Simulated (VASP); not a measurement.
# RPA total energies of SiC (Moissanite 3C), part 4 of 6

Wanted: where the RPA puts the energy minimum of SiC (Moissanite 3C). The scan starts from a database cell scaled to its smallest volume. The cell is of the zinc-blende type. The start is a cell from a database of measured crystal structures.

VASP 6.6.1, plane waves and PAW; the level of theory is named at each step.

So far. Step 16 (Orbitals, volume ratio 0.99): The run ends at a pressure of -2.60 GPa. Step 17 (Exact exchange, volume ratio 0.99): The Hartree-Fock energy on these orbitals is -12.5183 eV an atom.

## (18) Empty bands, volume ratio 0.99

This step: LDA; plane waves and PAW (Si_GW, C_GW) (VASP 6.6.1).

The empty bands are made again, for the run that follows.

The input, INCAR:

```
SYSTEM = SiC
PREC = Accurate
ENCUT = 460
ISMEAR = 0
SIGMA = 0.05
LREAL = .FALSE.
GGA = CA
NBANDS = 468
ALGO = Exact
NELM = 1
LWAVE = .TRUE.
LCHARG = .FALSE.
LOPTICS = .TRUE.
NEDOS = 1000
CSHIFT = 0.1
```

The input, POSCAR:

```
SiC
1.0
    0.0000000000      2.1717123201      2.1717123201
    2.1717123201      0.0000000000      2.1717123201
    2.1717123201      2.1717123201      0.0000000000
Si C
1 1
Direct
    0.0000000000      0.0000000000      0.0000000000
    0.7500000000      0.7500000000      0.7500000000
```

The input, KPOINTS:

```
Automatic mesh
0
Gamma
6 6 6
0 0 0
```

PAW data sets: Si_GW and C_GW (LDA family, release 64).

On the command line:

```bash
> mpirun -np 4 vasp_std
```

The log of the run:

```text
[banner, memory and clock lines left out]
running    4 mpi-ranks, on    1 nodes
[...]
LDA part: xc-table for (Slater(with rela. corr.)+CA(PZ))
 , standard interpolation
 found WAVECAR, reading the header
  number of bands has changed, file:    10 present:   468
  trying to continue reading WAVECAR, but it might fail
 POSCAR, INCAR and KPOINTS ok, starting setup
[...]
reading WAVECAR
 random initialization beyond band           10
 the WAVECAR file was read successfully
 initial charge from wavefunction
 entering main loop
       N       E                     dE             d eps       ncg     rms          rms(c)
DIA:   1    -0.166382E+02   -0.16638E+02    0.00000E+00     0   0.000E+00
   1 F= -.16638213E+02 E0= -.16638213E+02  d E =-.112043E-15
 writing wavefunctions
 optical routines
 imaginary and real dielectric function
 recalculating local potential from charge density
 direction            1
 direction            2
 direction            3
```

It took 5.4 s on 4 MPI ranks of Intel Xeon Platinum 8375C at 2.90GHz (Ice Lake), shared host; peak memory 0.53 GiB; 13 s of CPU time.

Parts of OUTCAR (step 18):

```text
  Total       -0.3324568     -0.3324568     -0.3324568     -0.0000000      0.0000000     -0.0000000
  in kB      -26.0021328    -26.0021328    -26.0021328     -0.0000000      0.0000000     -0.0000000
  external PRESSURE =     -26.0021328 kB  Pullay stress =       0.0000000 kB

  FREE ENERGIE OF THE ION-ELECTRON SYSTEM (eV)
  ---------------------------------------------------
  free  energy   TOTEN  =       -16.6382131035 eV

  energy  without entropy=      -16.6382131035  energy(sigma->0) =      -16.63821310

[... 2 parts as in an earlier step ...]

[... 2 further parts left out ...]
[key lines of the parts left out:]
E-fermi :   8.1257
```

WAVECAR now holds 468 bands for 8 electrons.

## (19) RPA correlation, volume ratio 0.99

This step: RPA correlation on LDA orbitals; plane waves and PAW (Si_GW, C_GW) (VASP 6.6.1).

RPA correlation at this point.

The input, INCAR:

```
SYSTEM = SiC
PREC = Accurate
ENCUT = 460
ISMEAR = 0
SIGMA = 0.05
LREAL = .FALSE.
GGA = CA
NBANDS = 468
ALGO = ACFDT
ENCUTGW = 160
NOMEGA = 12
PRECFOCK = Fast
LWAVE = .FALSE.
LCHARG = .FALSE.
```

POSCAR is that of step 18.

KPOINTS is that of step 18.

On the command line:

```bash
> mpirun -np 4 vasp_std
```

The log of the run:

```text
[banner, memory and clock lines left out]
running    4 mpi-ranks, on    1 nodes
[...]
LDA part: xc-table for (Slater(with rela. corr.)+CA(PZ))
 , standard interpolation
 found WAVECAR, reading the header
 POSCAR, INCAR and KPOINTS ok, starting setup
[...]
reading WAVECAR
 the WAVECAR file was read successfully
 initial charge from wavefunction
 available memory per node:    145.52 GB, setting MAXMEM to    149017

 The Fermi energy was updated, please check that it is located mid-gap
 values below the HOMO (VB) or above the LUMO (CB) will cause erroneous energies
 E-fermi :   8.5028

 the WAVEDER file was read successfully
 set NWRITE>2 for more details about minimax calculation
 number of imaginary grid points requested:      12
 number of distinct grids requested:  1
 quadrature errors minimized for energies in [ 0.129E+01, 0.461E+03 ]
 bosonic grid (T=0, re) determined with error: 0.1039E-06
 bosonic grid (re): 0.1039E-06
       0.3137       1.0245       2.0161       3.5888       6.2598
[...]
NQ=  10    0.3333    0.3333    0.0000,
|.........|.........|.........|.........
 performed      47870000 updates of chi_q(r,r)
 total number of BLAS operations       3403.11 Gflops
NQ=  11    0.5000    0.3333    0.0000,
|.........|.........|.........|.........
 performed      52657000 updates of chi_q(r,r)
 total number of BLAS operations       3748.78 Gflops
NQ=  12   -0.3333    0.3333    0.0000,
|.........|.........|.........|.........
 performed      57444000 updates of chi_q(r,r)
 total number of BLAS operations       4139.49 Gflops
NQ=  13    0.5000    0.5000    0.0000,
|.........|.........|.........|.........
 performed      62231000 updates of chi_q(r,r)
 total number of BLAS operations       4463.68 Gflops
NQ=  14    0.5000    0.3333    0.1667,
|.........|.........|.........|.........
 performed      67018000 updates of chi_q(r,r)
 total number of BLAS operations       4780.86 Gflops
NQ=  15   -0.3333    0.3333    0.1667,
|.........|.........|.........|.........
 performed      71805000 updates of chi_q(r,r)
 total number of BLAS operations       5119.29 Gflops
NQ=  16   -0.3333    0.5000    0.1667,
|.........|.........|.........|.........
 performed      76592000 updates of chi_q(r,r)
 total number of BLAS operations       5487.14 Gflops
 entering main loop
```

Wall time 2.2 min (4 MPI ranks); peak memory 1.4 GiB; 8.5 min of CPU time.

Parts of OUTCAR (step 19):

```text
      cutoff energy     smooth cutoff   RPA   correlation   Hartree contr. to MP2
---------------------------------------------------------------------------------
            160.000           128.000      -11.9775465473      -19.3225623708
            152.381           121.905      -11.8905945219      -19.2239548896
            145.125           116.100      -11.7990405537      -19.1191652731
            138.214           110.571      -11.7010315778      -19.0058834262
            131.632           105.306      -11.5972209808      -18.8847792290
            125.364           100.291      -11.4884853380      -18.7566212959
            119.394            95.516      -11.3719707156      -18.6179250556
            113.709            90.967      -11.2506294978      -18.4720962096
  linear regression

[... 2 parts as in an earlier step ...]

[... 2 further parts left out ...]
[key lines of the parts left out:]
E-fermi :   8.5028
```

The correlation energy is -6.5295 eV an atom, -7 meV against the point before. With exact exchange the total is -19.0478 eV an atom.

## (20) Comparison: r2SCAN, volume ratio 0.99

This step: r2SCAN; plane waves and PAW (Si_GW, C_GW) (VASP 6.6.1).

The comparison at this point.

The input, INCAR:

```
SYSTEM = SiC
PREC = Accurate
ENCUT = 460
EDIFF = 1E-06
NELM = 100
ISMEAR = 0
SIGMA = 0.05
LREAL = .FALSE.
ALGO = Normal
METAGGA = R2SCAN
LASPH = .TRUE.
NBANDS = 10
LWAVE = .FALSE.
LCHARG = .FALSE.
KPAR = 4
```

POSCAR is that of step 19.

KPOINTS is that of step 19.

On the command line:

```bash
> mpirun -np 4 vasp_std
```

The log of the run:

```text
[... set-up lines as in an earlier step ...]
 entering main loop
       N       E                     dE             d eps       ncg     rms          rms(c)
DAV:   1    -0.426710E+02   -0.42671E+02   -0.48768E+03   394   0.832E+02
DAV:   2    -0.624377E+02   -0.19767E+02   -0.17930E+02   494   0.139E+02
DAV:   3    -0.630079E+02   -0.57015E+00   -0.56842E+00   398   0.162E+01
DAV:   4    -0.630151E+02   -0.72536E-02   -0.72520E-02   436   0.233E+00
[...]
DAV:   9    -0.593584E+02   -0.60963E-04   -0.61920E-04   416   0.225E-01    0.393E-02
DAV:  10    -0.593584E+02   -0.39205E-04   -0.71484E-05   418   0.916E-02    0.397E-03
DAV:  11    -0.593584E+02   -0.34539E-06   -0.16646E-06   382   0.104E-02
   1 F= -.59358426E+02 E0= -.59358426E+02  d E =-.327492E-22
```

Run time: 8.6 s. Hardware: 4 MPI ranks; peak memory 0.51 GiB.

From OUTCAR (step 20):

```text
  Total        0.0843358      0.0843358      0.0843358     -0.0000000     -0.0000000      0.0000000
  in kB        6.5960736      6.5960736      6.5960736     -0.0000000     -0.0000000      0.0000000
  external PRESSURE =       6.5960736 kB  Pullay stress =       0.0000000 kB

 POSITION                                       TOTAL-FORCE (eV/Angst)
 -----------------------------------------------------------------------------------
      0.00000      0.00000      0.00000         0.000000      0.000000      0.000000
      3.25757      3.25757      3.25757        -0.000000     -0.000000     -0.000000
 -----------------------------------------------------------------------------------
    total drift:                                0.000001      0.000001      0.000001

  FREE ENERGIE OF THE ION-ELECTRON SYSTEM (eV)
  ---------------------------------------------------
  free  energy   TOTEN  =       -59.3584256345 eV

  energy  without entropy=      -59.3584256345  energy(sigma->0) =      -59.35842563

[... 2 parts as in an earlier step ...]

[... 1 further part left out ...]
[key lines of the parts left out:]
E-fermi :   8.2759
```

Its energy is -29.6792 eV an atom, on a zero of its own.

## (21) Orbitals for comparison: HSE06, volume ratio 0.99

This step: LDA; plane waves and PAW (Si_GW, C_GW) (VASP 6.6.1).

Starting orbitals, as before.

The input, INCAR:

```
SYSTEM = SiC
PREC = Accurate
ENCUT = 460
EDIFF = 1E-05
NELM = 100
ISMEAR = 0
SIGMA = 0.05
LREAL = .FALSE.
ALGO = Normal
GGA = CA
NBANDS = 10
LORBIT = 11
LWAVE = .TRUE.
LCHARG = .FALSE.
KPAR = 4
```

POSCAR is that of step 20.

KPOINTS is that of step 20.

On the command line:

```bash
> mpirun -np 4 vasp_std
```

The log of the run:

```text
[... set-up lines as in an earlier step ...]
 entering main loop
       N       E                     dE             d eps       ncg     rms          rms(c)
[... 10 cycles as in an earlier step ...]
DAV:  11    -0.166382E+02    0.63506E-06   -0.49412E-06   212   0.188E-02
   1 F= -.16638213E+02 E0= -.16638213E+02  d E =-.561698E-13
 writing wavefunctions
```

The job ended after 3.2 s (4 MPI ranks; peak memory 0.45 GiB; 4.6 s of CPU time).

OUTCAR, selected parts (step 21):

```text
  Total       -0.3310976     -0.3310976     -0.3310976      0.0000000      0.0000000      0.0000000
  in kB      -25.8958218    -25.8958218    -25.8958218      0.0000000      0.0000000      0.0000000
  external PRESSURE =     -25.8958218 kB  Pullay stress =       0.0000000 kB

 POSITION                                       TOTAL-FORCE (eV/Angst)
 -----------------------------------------------------------------------------------
      0.00000      0.00000      0.00000         0.000000      0.000000     -0.000000
      3.25757      3.25757      3.25757        -0.000000     -0.000000      0.000000
 -----------------------------------------------------------------------------------
    total drift:                                0.000000      0.000000     -0.000000

  FREE ENERGIE OF THE ION-ELECTRON SYSTEM (eV)
  ---------------------------------------------------
  free  energy   TOTEN  =       -16.6382131138 eV

  energy  without entropy=      -16.6382131138  energy(sigma->0) =      -16.63821311

[... 2 parts as in an earlier step ...]

[... 1 further part left out ...]
[key lines of the parts left out:]
E-fermi :   8.0950
```

The run ends at a pressure of -2.59 GPa.

## (22) Comparison: HSE06, volume ratio 0.99

This step: HSE06; plane waves and PAW (Si_GW, C_GW) (VASP 6.6.1).

The comparison at this point.

The input, INCAR:

```
SYSTEM = SiC
PREC = Accurate
ENCUT = 460
EDIFF = 1E-06
NELM = 100
ISMEAR = 0
SIGMA = 0.05
LREAL = .FALSE.
ALGO = Normal
LHFCALC = .TRUE.
AEXX = 0.25
GGA = PE
HFSCREEN = 0.2
LASPH = .TRUE.
NBANDS = 10
PRECFOCK = Fast
LWAVE = .FALSE.
LCHARG = .FALSE.
KPAR = 4
```

POSCAR is that of step 21.

KPOINTS is that of step 21.

The run starts from files that an earlier step left in the folder.

On the command line:

```bash
> mpirun -np 4 vasp_std
```

The log of the run:

```text
[... set-up lines as in an earlier step ...]
 entering main loop
       N       E                     dE             d eps       ncg     rms          rms(c)
DAV:   1    -0.174527E+02   -0.17453E+02   -0.67482E-01   356   0.948E+00    0.433E-01
DAV:   2    -0.174543E+02   -0.16553E-02   -0.95358E-03   430   0.896E-01    0.288E-01
DAV:   3    -0.174528E+02    0.15265E-02   -0.17357E-03   404   0.244E-01    0.173E-01
DAV:   4    -0.174524E+02    0.37202E-03   -0.40644E-04   472   0.148E-01    0.104E-01
[...]
DAV:   8    -0.174522E+02    0.46625E-05   -0.14290E-06   228   0.155E-02    0.120E-02
DAV:   9    -0.174522E+02    0.14369E-05   -0.63945E-07   186   0.851E-03    0.706E-03
DAV:  10    -0.174522E+02    0.32701E-06   -0.30675E-07   174   0.570E-03
   1 F= -.17452212E+02 E0= -.17452212E+02  d E =-.619547E-12
```

It took 56 s on 4 MPI ranks; peak memory 0.87 GiB; 3.5 min of CPU time.

OUTCAR, selected parts (step 22):

```text
 POSITION                                       TOTAL-FORCE (eV/Angst)
 -----------------------------------------------------------------------------------
      0.00000      0.00000      0.00000        -0.000000     -0.000000     -0.000000
      3.25757      3.25757      3.25757         0.000000      0.000000      0.000000
 -----------------------------------------------------------------------------------
    total drift:                               -0.000001      0.000000     -0.000001

  FREE ENERGIE OF THE ION-ELECTRON SYSTEM (eV)
  ---------------------------------------------------
  free  energy   TOTEN  =       -17.4522124517 eV

  energy  without entropy=      -17.4522124517  energy(sigma->0) =      -17.45221245

[... 2 parts as in an earlier step ...]

[... 1 further part left out ...]
[key lines of the parts left out:]
E-fermi :   7.6664
```

Its energy is -8.7261 eV an atom, on a zero of its own.

## (23) Orbitals, volume ratio 1.02

This step: LDA; plane waves and PAW (Si_GW, C_GW) (VASP 6.6.1).

The same chain follows at a volume ratio of 1.02.

The input, INCAR:

```
SYSTEM = SiC
PREC = Accurate
ENCUT = 460
EDIFF = 1E-08
NELM = 100
ISMEAR = 0
SIGMA = 0.05
LREAL = .FALSE.
ALGO = Normal
GGA = CA
NBANDS = 10
LORBIT = 11
LWAVE = .TRUE.
LCHARG = .FALSE.
KPAR = 4
```

The input, POSCAR:

```
SiC
1.0
    0.0000000000      2.1934308841      2.1934308841
    2.1934308841      0.0000000000      2.1934308841
    2.1934308841      2.1934308841      0.0000000000
Si C
1 1
Direct
    0.0000000000      0.0000000000      0.0000000000
    0.7500000000      0.7500000000      0.7500000000
```

KPOINTS is that of step 22.

On the command line:

```bash
> mpirun -np 4 vasp_std
```

The log of the run:

```text
[... set-up lines as in an earlier step ...]
 entering main loop
       N       E                     dE             d eps       ncg     rms          rms(c)
DAV:   1     0.394126E+00    0.39413E+00   -0.45748E+03   370   0.773E+02
DAV:   2    -0.182526E+02   -0.18647E+02   -0.17584E+02   526   0.132E+02
DAV:   3    -0.186185E+02   -0.36593E+00   -0.36569E+00   392   0.139E+01
DAV:   4    -0.186259E+02   -0.74185E-02   -0.74162E-02   442   0.247E+00
[...]
DAV:  11    -0.166189E+02    0.71788E-06   -0.61765E-06   438   0.195E-02    0.185E-03
DAV:  12    -0.166189E+02    0.66484E-07   -0.42491E-07   422   0.436E-03    0.264E-04
DAV:  13    -0.166189E+02   -0.78493E-08   -0.48023E-09   260   0.861E-04
   1 F= -.16618938E+02 E0= -.16618938E+02  d E =-.113734E-12
 writing wavefunctions
```

Wall time 3.8 s (4 MPI ranks); peak memory 0.46 GiB; 6.3 s of CPU time.

From OUTCAR (step 23):

```text
  Total       -1.1642268     -1.1642268     -1.1642268      0.0000000     -0.0000000      0.0000000
  in kB      -88.3784395    -88.3784395    -88.3784395      0.0000000     -0.0000000      0.0000000
  external PRESSURE =     -88.3784395 kB  Pullay stress =       0.0000000 kB

 POSITION                                       TOTAL-FORCE (eV/Angst)
 -----------------------------------------------------------------------------------
      0.00000      0.00000      0.00000         0.000000      0.000000      0.000000
      3.29015      3.29015      3.29015        -0.000000     -0.000000     -0.000000
 -----------------------------------------------------------------------------------
    total drift:                                0.000000      0.000000      0.000000

  FREE ENERGIE OF THE ION-ELECTRON SYSTEM (eV)
  ---------------------------------------------------
  free  energy   TOTEN  =       -16.6189381986 eV

  energy  without entropy=      -16.6189381986  energy(sigma->0) =      -16.61893820

[... 1 part as in an earlier step ...]

[... 2 further parts left out ...]
[key lines of the parts left out:]
E-fermi :   7.7630
```

The run ends at a pressure of -8.84 GPa.

## (24) Exact exchange, volume ratio 1.02

This step: Hartree-Fock energy on LDA orbitals; plane waves and PAW (Si_GW, C_GW) (VASP 6.6.1).

Exact exchange at this point.

The input, INCAR:

```
SYSTEM = SiC
PREC = Accurate
ENCUT = 460
ISMEAR = 0
SIGMA = 0.05
LREAL = .FALSE.
GGA = CA
NBANDS = 10
ALGO = Eigenval
NELM = 1
LHFCALC = .TRUE.
AEXX = 1
ALDAC = 0
AGGAC = 0
PRECFOCK = Normal
LWAVE = .FALSE.
LCHARG = .FALSE.
```

POSCAR is that of step 23.

KPOINTS is that of step 23.

The WAVECAR or CHGCAR of an earlier step is read.

On the command line:

```bash
> mpirun -np 4 vasp_std
```

The log of the run:

```text
[... set-up lines as in an earlier step ...]
 entering main loop
       N       E                     dE             d eps       ncg     rms          rms(c)
EIG:   1    -0.250265E+02   -0.25026E+02    0.00000E+00     0   0.000E+00
   1 F= -.25026450E+02 E0= -.25026450E+02  d E =-.111027E-18
```

It took 24 s on 4 MPI ranks; peak memory 0.41 GiB; 85 s of CPU time.

From OUTCAR (step 24):

```text
 POSITION                                       TOTAL-FORCE (eV/Angst)
 -----------------------------------------------------------------------------------
      0.00000      0.00000      0.00000        -0.000000     -0.000000     -0.000000
      3.29015      3.29015      3.29015         0.000000      0.000000      0.000000
 -----------------------------------------------------------------------------------
    total drift:                               -0.000000      0.000000     -0.000000

  FREE ENERGIE OF THE ION-ELECTRON SYSTEM (eV)
  ---------------------------------------------------
  free  energy   TOTEN  =       -25.0264503389 eV

  energy  without entropy=      -25.0264503389  energy(sigma->0) =      -25.02645034

[... 2 parts as in an earlier step ...]

[... 1 further part left out ...]
[key lines of the parts left out:]
E-fermi :   7.8279
```

The Hartree-Fock energy on these orbitals is -12.5132 eV an atom.

## (25) Empty bands, volume ratio 1.02

This step: LDA; plane waves and PAW (Si_GW, C_GW) (VASP 6.6.1).

The empty bands are made again, for the run that follows.

The input, INCAR:

```
SYSTEM = SiC
PREC = Accurate
ENCUT = 460
ISMEAR = 0
SIGMA = 0.05
LREAL = .FALSE.
GGA = CA
NBANDS = 488
ALGO = Exact
NELM = 1
LWAVE = .TRUE.
LCHARG = .FALSE.
LOPTICS = .TRUE.
NEDOS = 1000
CSHIFT = 0.1
```

POSCAR is that of step 24.

KPOINTS is that of step 24.

On the command line:

```bash
> mpirun -np 4 vasp_std
```

The log of the run:

```text
[banner, memory and clock lines left out]
running    4 mpi-ranks, on    1 nodes
[...]
LDA part: xc-table for (Slater(with rela. corr.)+CA(PZ))
 , standard interpolation
 found WAVECAR, reading the header
  number of bands has changed, file:    10 present:   488
  trying to continue reading WAVECAR, but it might fail
 POSCAR, INCAR and KPOINTS ok, starting setup
[...]
reading WAVECAR
 random initialization beyond band           10
 the WAVECAR file was read successfully
 initial charge from wavefunction
 entering main loop
       N       E                     dE             d eps       ncg     rms          rms(c)
DIA:   1    -0.166189E+02   -0.16619E+02    0.00000E+00     0   0.000E+00
   1 F= -.16618938E+02 E0= -.16618938E+02  d E =-.596383E-37
 writing wavefunctions
 optical routines
 imaginary and real dielectric function
 recalculating local potential from charge density
 direction            1
 direction            2
 direction            3
```

Elapsed: 6.2 s, on 4 MPI ranks; peak memory 0.56 GiB; 18 s of CPU time.

Parts of OUTCAR (step 25):

```text
  Total       -1.1642151     -1.1642151     -1.1642151      0.0000000      0.0000000      0.0000000
  in kB      -88.3775477    -88.3775477    -88.3775477      0.0000000      0.0000000      0.0000000
  external PRESSURE =     -88.3775477 kB  Pullay stress =       0.0000000 kB

 POSITION                                       TOTAL-FORCE (eV/Angst)
 -----------------------------------------------------------------------------------
      0.00000      0.00000      0.00000        -0.000000     -0.000000     -0.000000
      3.29015      3.29015      3.29015         0.000000      0.000000      0.000000
 -----------------------------------------------------------------------------------
    total drift:                                0.000000      0.000000      0.000000

  FREE ENERGIE OF THE ION-ELECTRON SYSTEM (eV)
  ---------------------------------------------------
  free  energy   TOTEN  =       -16.6189382010 eV

  energy  without entropy=      -16.6189382010  energy(sigma->0) =      -16.61893820

[... 1 part as in an earlier step ...]

[... 2 further parts left out ...]
[key lines of the parts left out:]
E-fermi :   7.9699
```

WAVECAR now holds 488 bands for 8 electrons.

(Continued in part 5 of 6.)

[Long decimals in the printed logs are rounded to 6 places.]

[Lines on the potential files, build, host, timing and source positions are cut from VASP's logs without a mark.]

[Logs are printed without paths, hosts, clocks, repeated set-up lines and the standing remarks that a program may print on its own settings, such as how far it seeks lower states.]

[Hosts, paths, dates, database ids (printed as entryN), source tags and the programs' standing remarks are cut or masked in the printed files.]

[Measured values are set beside computed ones only where the two were judged alike; some that the calculation misses by far are left out.]

[Pressures printed for these runs are not shown converged in the cutoff: they can be off by several GPa and have the wrong sign.]
